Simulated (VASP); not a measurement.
# TiNi with PBEsol: from relaxation to properties, part 2 of 7

What structure does TiNi take at this level, and what are its properties? The start is a computed cell from the Materials Project.

VASP 6.6.1, plane waves and PAW; the level of theory is named at each step.

So far. Step 2 (Magnetic start: ferromagnetic): The moments fall under 0.1 μB, and the mesh shows no gap. Step 3 (Magnetic start: antiferromagnetic within the cell): The energy lies +0.0 meV an atom from the first pattern, and both runs end without moments, so a difference comes from cell, mesh or thresholds alone. The moments fall under 0.1 μB, and the mesh shows no gap.

### 4. Magnetic start: antiferromagnetic, q = (0, 0, 1/2)

Level of this step: PBEsol, spin-polarised from an antiferromagnetic start; plane waves and PAW (Ti_sv, Ni) (VASP).

System of this step: TiNi. Symmetry: Pm-3m, No. 221, cubic system. The conventional cell has a = 2.988 Å, b = 2.988 Å, c = 2.988 Å, α = 90.00°, β = 90.00°, γ = 90.00°. Nearest to Ti lie 8 Ni at 2.59 Å. Nearest to Ni lie 8 Ti at 2.59 Å. Farther neighbours are not listed.

Next, a pattern with opposite moments, which needs a doubled cell; q is given in the reciprocal vectors of the primitive cell.

File INCAR:

```
SYSTEM = TiNi
PREC = Accurate
ENCUT = 400
EDIFF = 1E-06
NELM = 100
ISMEAR = 1
SIGMA = 0.2
LREAL = .FALSE.
ALGO = Normal
GGA = PS
NBANDS = 30
ISPIN = 2
MAGMOM = 1 -1 1 -1
LASPH = .TRUE.
LMAXMIX = 4
LORBIT = 11
LWAVE = .FALSE.
LCHARG = .FALSE.
KPAR = 4
ISIF = 2
```

File POSCAR:

```
TiNi
1.0
    2.9880661300      0.0000000000      0.0000000000
    0.0000000000      2.9880661300      0.0000000000
    0.0000000000      0.0000000000      5.9761322600
Ti Ni
2 2
Direct
    0.5000000000      0.5000000000      0.2500000000
    0.5000000000      0.5000000000      0.7500000000
    0.0000000000      0.0000000000      0.0000000000
    0.0000000000      0.0000000000      0.5000000000
```

File KPOINTS:

```
Automatic mesh
0
Gamma
8 8 4
0 0 0
```

The projector-augmented-wave data sets are Ti_sv and Ni (PBE family, release 64).

Command:

```console
$ mpirun -np 4 vasp_std
```

Log:

```text
[banner, memory and clock lines left out]
running    4 mpi-ranks, on    1 nodes
 distrk:  each k-point on    1 cores,    4 groups
 distr:  one band on    1 cores,    1 groups

 POSCAR found type information on POSCAR TiNi
 POSCAR found :  2 types and       4 ions
 [... a notice as in an earlier step ...]

 LDA part: xc-table for (Slater+PW92), standard interpolation
 POSCAR, INCAR and KPOINTS ok, starting setup
 FFT: planning ... GRIDC
 FFT: planning ... GRID_SOFT
 FFT: planning ... GRID
 WAVECAR not read
 entering main loop
       N       E                     dE             d eps       ncg     rms          rms(c)
DAV:   1     0.392121970516E+03    0.39212E+03   -0.17917E+04  5528   0.163E+03
DAV:   2     0.967234822266E+01   -0.38245E+03   -0.37210E+03  5472   0.437E+02
DAV:   3    -0.318006429359E+02   -0.41473E+02   -0.40444E+02  8764   0.140E+02
DAV:   4    -0.350558120368E+02   -0.32552E+01   -0.32240E+01  7356   0.332E+01
DAV:   5    -0.352256611483E+02   -0.16985E+00   -0.16983E+00  7374   0.630E+00    0.216E+01
DAV:   6    -0.324883959399E+02    0.27373E+01   -0.37033E+01  6156   0.742E+01    0.146E+01
DAV:   7    -0.338581712412E+02   -0.13698E+01   -0.32637E+01  7814   0.629E+01    0.271E+01
DAV:   8    -0.304640011017E+02    0.33942E+01   -0.15766E+01  7412   0.457E+01    0.428E+00
DAV:   9    -0.303773099862E+02    0.86691E-01   -0.96764E-01  7824   0.105E+01    0.164E+00
DAV:  10    -0.303844425186E+02   -0.71325E-02   -0.14898E-01  7054   0.249E+00    0.151E+00
DAV:  11    -0.303869384276E+02   -0.24959E-02   -0.50987E-02  7608   0.227E+00    0.641E-01
DAV:  12    -0.303839226094E+02    0.30158E-02   -0.87648E-03  6768   0.888E-01    0.395E-01
DAV:  13    -0.303829017501E+02    0.10209E-02   -0.25617E-03  7670   0.459E-01    0.217E-01
DAV:  14    -0.303825929020E+02    0.30885E-03   -0.63095E-04  7756   0.214E-01    0.860E-02
DAV:  15    -0.303825556129E+02    0.37289E-04   -0.20081E-04  7650   0.131E-01    0.204E-02
DAV:  16    -0.303825594030E+02   -0.37900E-05   -0.18375E-05  5838   0.363E-02    0.105E-02
DAV:  17    -0.303825603148E+02   -0.91185E-06   -0.32263E-06  4962   0.159E-02
   1 F= -.30382560E+02 E0= -.30384467E+02  d E =0.572074E-02  mag=    -0.0000
```

The job ended after 13 s (4 MPI ranks of AMD EPYC 9R45, shared host; peak memory 0.73 GiB).

OUTCAR, selected parts (step 4):

```text
  LATTYP: Found a simple tetragonal cell.
 ALAT       =     2.9880661300
 C/A-ratio  =     2.0000000000

 Subroutine GETGRP returns: Found 16 space group operations
 (whereof 16 operations were pure point group operations)

The static configuration has the point symmetry D_4h.

 Found     45 irreducible k-points:

   k-points           NKPTS =     45   k-points in BZ     NKDIM =     45   number of bands    NBANDS=     30

   dimension x,y,z NGX =    20 NGY =   20 NGZ =   40
   dimension x,y,z NGXF=    40 NGYF=   40 NGZF=   80

   ENCUT  =  400.0 eV  29.40 Ry    5.42 a.u.   4.87  4.87  9.75*2*pi/ulx,y,z

   NELECT =      44.0000    total number of electrons

 E-fermi :   9.4098

 spin component 1
 k-point     1 :       0.0000    0.0000    0.0000
  band No.  band energies     occupation
    ...
     18       7.4816      1.00000
     19       7.4816      1.00000
     20       7.7888      1.00000
     21       8.7122      1.00000
     22       8.8714      1.00047
     23       9.9098     -0.00116
     24       9.9098     -0.00116
     25      10.0974     -0.00001
     26      10.0974     -0.00001
     27      11.6983     -0.00000
    ...

 k-point     2 :       0.1250    0.0000    0.0000
  band No.  band energies     occupation
    ...
     18       7.4612      1.00000
     19       7.5232      1.00000
     20       7.5602      1.00000
     21       8.7545      1.00002
     22       9.0617      1.01682
     23       9.7817     -0.01224
     24       9.9540     -0.00041
     25      10.2897     -0.00000
     26      10.4061     -0.00000
     27      11.6828     -0.00000
    ...

 k-point     3 :       0.2500    0.0000    0.0000
  band No.  band energies     occupation
    ...
     17       7.4186      1.00000
     18       7.4186      1.00000
     19       7.6283      1.00000
     20       7.9510      1.00000
     21       8.6177      1.00000
     22       9.4274      0.42566
     23       9.7491     -0.01868
     24       9.9191     -0.00094
     25      10.4979     -0.00000
     26      10.9372     -0.00000
    ...

 k-point     4 :       0.3750    0.0000    0.0000
  band No.  band energies     occupation
    ...
     19       7.7628      1.00000
     20       8.5965      1.00000
     21       8.9664      1.00373
     22       9.0951      1.02431
     23       9.3719      0.65692
     24      10.3096     -0.00000
     25      10.3202     -0.00000
     26      10.3268     -0.00000
     27      10.3268     -0.00000
     28      11.5551     -0.00000
    ...

  Total       -1.2653767     -1.2653767     -1.2655829      0.0000000      0.0000000      0.0000000
  in kB      -37.9952924    -37.9952924    -38.0014859      0.0000000      0.0000000      0.0000000
  external PRESSURE =     -37.9973569 kB  Pullay stress =       0.0000000 kB

  energy-cutoff  :      400.00
  volume of cell :       53.36
      direct lattice vectors                 reciprocal lattice vectors
     2.988066130  0.000000000  0.000000000     0.334664615  0.000000000  0.000000000
     0.000000000  2.988066130  0.000000000     0.000000000  0.334664615  0.000000000
     0.000000000  0.000000000  5.976132260     0.000000000  0.000000000  0.167332307

 POSITION                                       TOTAL-FORCE (eV/Angst)
 -----------------------------------------------------------------------------------
      1.49403      1.49403      1.49403        -0.000000      0.000000      0.000032
      1.49403      1.49403      4.48210        -0.000000      0.000000      0.000032
      0.00000      0.00000      0.00000         0.000000     -0.000000     -0.000032
      0.00000      0.00000      2.98807         0.000000     -0.000000     -0.000032
 -----------------------------------------------------------------------------------
    total drift:                               -0.000000      0.000000      0.000121

  FREE ENERGIE OF THE ION-ELECTRON SYSTEM (eV)
  ---------------------------------------------------
  free  energy   TOTEN  =       -30.3825603148 eV

  energy  without entropy=      -30.3882810543  energy(sigma->0) =      -30.38446723

 total charge
# of ion       s       p       d       tot
------------------------------------------
    1        2.240   6.169   1.849  10.257
    2        2.240   6.169   1.849  10.257
    3        0.588   0.483   8.315   9.385
    4        0.588   0.483   8.315   9.385
--------------------------------------------------
tot          5.656  13.303  20.326  39.285

 magnetization (x)
# of ion       s       p       d       tot
------------------------------------------
    1       -0.000  -0.000  -0.000  -0.000
    2        0.000   0.000   0.000   0.000
    3       -0.000  -0.000  -0.000  -0.000
    4        0.000   0.000   0.000   0.000
--------------------------------------------------
tot          0.000   0.000   0.000   0.000

[... 6 further parts left out ...]
```

At this level the cell is under a tension of 3.8 GPa, so at these settings it is away from equilibrium.

This step gave:

```
SCF cycles              : 17
electrons               : 44
bands                   : 30
irreducible k-points    : 45
symmetry operations     : 8
free energy (TOTEN)     : -30.38 eV
energy at zero smearing : -30.38 eV
pressure                : -3.800 GPa
```

The spin moment in the PAW sphere vanishes on all atoms.

The energy lies -0.0 meV an atom from the first pattern, and both runs end without moments, so a difference comes from cell, mesh or thresholds alone. The moments fall under 0.1 μB, and the mesh shows no gap.

### 5. Magnetic start: antiferromagnetic, q = (1/2, 1/2, 1/2)

Next, a pattern with opposite moments, which needs a doubled cell; q is given in the reciprocal vectors of the primitive cell.

INCAR is that of step 4.

File POSCAR:

```
TiNi
1.0
    5.9761322600      0.0000000000      0.0000000000
    2.9880661300      2.9880661300      0.0000000000
    2.9880661300      0.0000000000      2.9880661300
Ti Ni
2 2
Direct
    0.7500000000      0.5000000000      0.5000000000
    0.2500000000      0.5000000000      0.5000000000
    0.0000000000      0.0000000000      0.0000000000
    0.5000000000      0.0000000000      0.0000000000
```

File KPOINTS:

```
Automatic mesh
0
Gamma
8 8 8
0 0 0
```

Command:

```console
$ mpirun -np 4 vasp_std
```

Log:

```text
[... set-up lines as in an earlier step ...]
 entering main loop
       N       E                     dE             d eps       ncg     rms          rms(c)
DAV:   1     0.391830254628E+03    0.39183E+03   -0.17913E+04  3560   0.164E+03
DAV:   2     0.947218277981E+01   -0.38236E+03   -0.37223E+03  3528   0.438E+02
DAV:   3    -0.320922440912E+02   -0.41564E+02   -0.40517E+02  5834   0.140E+02
DAV:   4    -0.350955782655E+02   -0.30033E+01   -0.29799E+01  4664   0.325E+01
DAV:   5    -0.352612640342E+02   -0.16569E+00   -0.16567E+00  4724   0.631E+00    0.215E+01
DAV:   6    -0.324290448153E+02    0.28322E+01   -0.34369E+01  3918   0.741E+01    0.143E+01
DAV:   7    -0.329939760643E+02   -0.56493E+00   -0.30868E+01  5124   0.591E+01    0.226E+01
DAV:   8    -0.304086568044E+02    0.25853E+01   -0.10187E+01  4848   0.388E+01    0.324E+00
DAV:   9    -0.303870460305E+02    0.21611E-01   -0.63956E-01  5078   0.907E+00    0.175E+00
DAV:  10    -0.303951607199E+02   -0.81147E-02   -0.13191E-01  4594   0.273E+00    0.142E+00
DAV:  11    -0.303909778379E+02    0.41829E-02   -0.26287E-02  4966   0.206E+00    0.472E-01
DAV:  12    -0.303897204586E+02    0.12574E-02   -0.54524E-03  4340   0.684E-01    0.295E-01
DAV:  13    -0.303892801429E+02    0.44032E-03   -0.17470E-03  4970   0.432E-01    0.144E-01
DAV:  14    -0.303891903677E+02    0.89775E-04   -0.64642E-04  4976   0.246E-01    0.489E-02
DAV:  15    -0.303891812001E+02    0.91676E-05   -0.11070E-04  4730   0.109E-01    0.183E-02
DAV:  16    -0.303891807914E+02    0.40864E-06   -0.11077E-05  3644   0.288E-02    0.996E-03
DAV:  17    -0.303891793042E+02    0.14872E-05   -0.35123E-06  3738   0.194E-02    0.275E-03
DAV:  18    -0.303891792367E+02    0.67573E-07   -0.44319E-07  1908   0.691E-03
   1 F= -.30389179E+02 E0= -.30390935E+02  d E =0.526755E-02  mag=    -0.0000
```

The job ended after 16 s (4 MPI ranks; peak memory 0.8 GiB).

Parts of OUTCAR (step 5):

```text
   k-points           NKPTS =     29   k-points in BZ     NKDIM =     29   number of bands    NBANDS=     30

   ENCUT  =  400.0 eV  29.40 Ry    5.42 a.u.   9.75  6.89  6.89*2*pi/ulx,y,z

   NELECT =      44.0000    total number of electrons

 E-fermi :   9.4914

 spin component 1
 k-point     1 :       0.0000    0.0000    0.0000
  band No.  band energies     occupation
    ...
     18       7.4827      1.00000
     19       7.4827      1.00000
     20       7.4827      1.00000
     21       8.2137      1.00000
     22       8.2137      1.00000
     23       9.9236     -0.00459
     24       9.9236     -0.00459
     25      12.0871     -0.00000
     26      12.0871     -0.00000
     27      12.0871     -0.00000
    ...

 k-point     2 :       0.1250    0.0000    0.0000
  band No.  band energies     occupation
    ...
     18       7.4481      1.00000
     19       7.4481      1.00000
     20       7.5415      1.00000
     21       8.3943      1.00000
     22       8.3943      1.00000
     23       9.9005     -0.00688
     24       9.9005     -0.00688
     25      11.6961     -0.00000
     26      11.9609     -0.00000
     27      11.9609     -0.00000
    ...

  Total       -1.3024017     -1.3024017     -1.3024017     -0.0000000     -0.0000000      0.0000000
  in kB      -39.1070384    -39.1070384    -39.1070384     -0.0000000     -0.0000000      0.0000000
  external PRESSURE =     -39.1070384 kB  Pullay stress =       0.0000000 kB

 POSITION                                       TOTAL-FORCE (eV/Angst)
 -----------------------------------------------------------------------------------
      7.47017      1.49403      1.49403        -0.000000     -0.000000     -0.000000
      4.48210      1.49403      1.49403        -0.000000     -0.000000     -0.000000
      0.00000      0.00000      0.00000         0.000000      0.000000      0.000000
      2.98807      0.00000      0.00000         0.000000      0.000000      0.000000
 -----------------------------------------------------------------------------------
    total drift:                                0.000000     -0.000000     -0.000000

  FREE ENERGIE OF THE ION-ELECTRON SYSTEM (eV)
  ---------------------------------------------------
  free  energy   TOTEN  =       -30.3891792367 eV

  energy  without entropy=      -30.3944467833  energy(sigma->0) =      -30.39093509

 magnetization (x)
# of ion       s       p       d       tot
------------------------------------------
    1        0.000  -0.000  -0.000  -0.000
    2       -0.000   0.000   0.000   0.000
    3        0.000  -0.000  -0.000  -0.000
    4       -0.000   0.000   0.000   0.000
--------------------------------------------------
tot          0.000   0.000   0.000   0.000

[... 1 part as in an earlier step ...]

[... 14 further parts left out ...]
```

At this level the cell is under a tension of 3.9 GPa, so at these settings it is away from equilibrium.

Numbers from this step:

```
SCF cycles              : 18
irreducible k-points    : 29
symmetry operations     : 24
free energy (TOTEN)     : -30.39 eV
energy at zero smearing : -30.39 eV
Fermi energy            : 9.491 eV
pressure                : -3.911 GPa
```

The energy lies -1.6 meV an atom from the first pattern, and both runs end without moments, so a difference comes from cell, mesh or thresholds alone. The moments fall under 0.1 μB, and the mesh shows no gap.

### 6. Magnetic start: antiferromagnetic, q = (1/2, 1/2, 0)

Next, a pattern with opposite moments, which needs a doubled cell; q is given in the reciprocal vectors of the primitive cell.

INCAR is that of step 5.

File POSCAR:

```
TiNi
1.0
    5.9761322600      0.0000000000      0.0000000000
    2.9880661300      2.9880661300      0.0000000000
    0.0000000000      0.0000000000      2.9880661300
Ti Ni
2 2
Direct
    0.0000000000      0.5000000000      0.5000000000
    0.5000000000      0.5000000000      0.5000000000
    0.0000000000      0.0000000000      0.0000000000
    0.5000000000      0.0000000000      0.0000000000
```

KPOINTS is that of step 5.

Command:

```console
$ mpirun -np 4 vasp_std
```

Log:

```text
[... set-up lines as in an earlier step ...]
 entering main loop
       N       E                     dE             d eps       ncg     rms          rms(c)
DAV:   1     0.392869022265E+03    0.39287E+03   -0.17949E+04 15280   0.163E+03
DAV:   2     0.970630500258E+01   -0.38316E+03   -0.37274E+03 15312   0.437E+02
DAV:   3    -0.319835470922E+02   -0.41690E+02   -0.40643E+02 24890   0.140E+02
DAV:   4    -0.350867974137E+02   -0.31033E+01   -0.30759E+01 20272   0.329E+01
DAV:   5    -0.352529600032E+02   -0.16616E+00   -0.16614E+00 20430   0.628E+00    0.215E+01
DAV:   6    -0.324867963375E+02    0.27662E+01   -0.35595E+01 16998   0.741E+01    0.145E+01
DAV:   7    -0.332231063509E+02   -0.73631E+00   -0.31790E+01 22064   0.604E+01    0.239E+01
DAV:   8    -0.304263236342E+02    0.27968E+01   -0.11586E+01 21076   0.408E+01    0.356E+00
DAV:   9    -0.303826884317E+02    0.43635E-01   -0.68641E-01 22162   0.926E+00    0.165E+00
DAV:  10    -0.303923547295E+02   -0.96663E-02   -0.13963E-01 19862   0.255E+00    0.147E+00
DAV:  11    -0.303896882077E+02    0.26665E-02   -0.30100E-02 21776   0.213E+00    0.543E-01
DAV:  12    -0.303878286387E+02    0.18596E-02   -0.62487E-03 18584   0.744E-01    0.338E-01
DAV:  13    -0.303872055379E+02    0.62310E-03   -0.18636E-03 22126   0.430E-01    0.175E-01
DAV:  14    -0.303870434331E+02    0.16210E-03   -0.62977E-04 21424   0.234E-01    0.591E-02
DAV:  15    -0.303870271828E+02    0.16250E-04   -0.13326E-04 20992   0.111E-01    0.199E-02
DAV:  16    -0.303870271361E+02    0.46728E-07   -0.12016E-05 16972   0.292E-02    0.101E-02
DAV:  17    -0.303870269150E+02    0.22113E-06   -0.27740E-06 15106   0.158E-02
   1 F= -.30387027E+02 E0= -.30390416E+02  d E =0.101686E-01  mag=    -0.0000
```

Elapsed: 41 s, on 4 MPI ranks; peak memory 1.2 GiB; 2.7 min of CPU time.

OUTCAR, selected parts (step 6):

```text
   k-points           NKPTS =    125   k-points in BZ     NKDIM =    125   number of bands    NBANDS=     30

   ENCUT  =  400.0 eV  29.40 Ry    5.42 a.u.   9.75  6.89  4.87*2*pi/ulx,y,z

   NELECT =      44.0000    total number of electrons

 E-fermi :   9.4522

 spin component 1
 k-point     1 :       0.0000    0.0000    0.0000
  band No.  band energies     occupation
    ...
     16       7.4751      1.00000
     17       7.4854      1.00000
     18       7.4854      1.00000
     19       8.1802      1.00000
     20       8.7396      1.00000
     21       9.9097     -0.00284
     22       9.9203     -0.00229
     23       9.9573     -0.00103
     24       9.9573     -0.00103
     25      10.3835     -0.00000
    ...

 k-point     2 :       0.1250    0.0000    0.0000
  band No.  band energies     occupation
    ...
     16       7.4576      1.00000
     17       7.4632      1.00000
     18       7.5217      1.00000
     19       7.9871      1.00000
     20       8.5205      1.00000
     21       9.6582     -0.02798
     22       9.8809     -0.00489
     23       9.9145     -0.00258
     24       9.9978     -0.00039
     25      10.4499     -0.00000
    ...

  Total       -1.4857902     -1.4857902     -0.8863924     -0.0008937      0.0000000      0.0000000
  in kB      -44.6136193    -44.6136193    -26.6155842     -0.0268337      0.0000000      0.0000000
  external PRESSURE =     -38.6142743 kB  Pullay stress =       0.0000000 kB

 POSITION                                       TOTAL-FORCE (eV/Angst)
 -----------------------------------------------------------------------------------
      1.49403      1.49403      1.49403         0.000000     -0.000000      0.000000
      4.48210      1.49403      1.49403        -0.000000      0.000000      0.000000
      0.00000      0.00000      0.00000         0.000000     -0.000000      0.000000
      2.98807      0.00000      0.00000         0.000000     -0.000000     -0.000000
 -----------------------------------------------------------------------------------
    total drift:                                0.000000      0.000000     -0.000000

  FREE ENERGIE OF THE ION-ELECTRON SYSTEM (eV)
  ---------------------------------------------------
  free  energy   TOTEN  =       -30.3870269150 eV

  energy  without entropy=      -30.3971955595  energy(sigma->0) =      -30.39041646

 magnetization (x)
# of ion       s       p       d       tot
------------------------------------------
    1       -0.000  -0.000  -0.000  -0.000
    2        0.000   0.000   0.000   0.000
    3        0.000   0.000  -0.000  -0.000
    4       -0.000  -0.000   0.000   0.000
--------------------------------------------------
tot          0.000   0.000   0.000   0.000

[... 1 part as in an earlier step ...]

[... 14 further parts left out ...]
```

This step gave:

```
SCF cycles           : 17
irreducible k-points : 125
symmetry operations  : 8
Fermi energy         : 9.452 eV
pressure             : -3.861 GPa
```

The energy lies -1.5 meV an atom from the first pattern, and both runs end without moments, so a difference comes from cell, mesh or thresholds alone. The moments fall under 0.1 μB, and the mesh shows no gap.

### 7. The orders side by side

This step: collinear orders at PBEsol; plane waves and PAW (VASP 6.6.1).

This step runs nothing: it gathers the runs above.

Patterns, by row:

```
                                 start  atoms  energy less that of the first (meV/atom)  largest site moment (μB)     end state
                         ferromagnetic      2                                         0                         0  non-magnetic
     antiferromagnetic within the cell      2                                         0                         0  non-magnetic
    antiferromagnetic, q = (0, 0, 1/2)      4                                         0                         0  non-magnetic
antiferromagnetic, q = (1/2, 1/2, 1/2)      4                                      -1.6                         0  non-magnetic
  antiferromagnetic, q = (1/2, 1/2, 0)      4                                      -1.5                         0  non-magnetic
```

All patterns lost their moments. Runs that ended non-magnetic differ by up to 1.6 meV an atom among themselves, which can come from the unlike meshes of the cells or from a run that isn't fully settled. The session goes on with moments started at or near zero.

(Continued in part 3 of 7.)

[Lines on the potential files, build, host, timing and source positions are cut from VASP's logs without a mark.]

[Logs are printed without paths, hosts, clocks, repeated set-up lines and the standing remarks that a program may print on its own settings, such as how far it seeks lower states.]

[Hosts, paths, dates, database ids (printed as entryN), source tags and the programs' standing remarks are cut or masked in the printed files.]

[A measured line is paired with the nearest computed mode of its activity, which favours agreement.]

[In band tables of VASP the shares of atoms and orbitals are scaled to a sum of 1 inside the atoms' spheres.]
